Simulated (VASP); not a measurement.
CaO (rock salt) relaxed at rising pressure, in one space group throughout; other phases were not tried. The pressures are those reached. Method: PBE GGA, VASP's PBE PAW potentials (set 64) (plane waves; VASP 6.6.1).

```
P (GPa)  V (Å³/atom)    k-mesh
-------  -----------  --------
-0.13         14.165     9×9×9
4.99          13.552  10×10×10
9.98          13.068  10×10×10
19.88         12.315  10×10×10
29.84         11.732  10×10×10
```

A change of mesh leaves a small step in the series.

### Question
Fit an equation of state and predict the volume at 44.97 GPa.

### Answer
Least squares on the third-order Birch-Murnaghan form, P = (3B0/2)(y⁷ − y⁵)[1 + (3/4)(B′ − 4)(y² − 1)] with y = (V0/V)^(1/3), gives V0 = 14.147 Å³/atom, B0 = 106 GPa and B′ = 4.4, and so 11.049 Å³/atom. The run gave 11.047 Å³/atom, -0.0 % from the fit.

Pressures at which the relaxation failed are left out.

The compound is CaO in the rock salt structure.
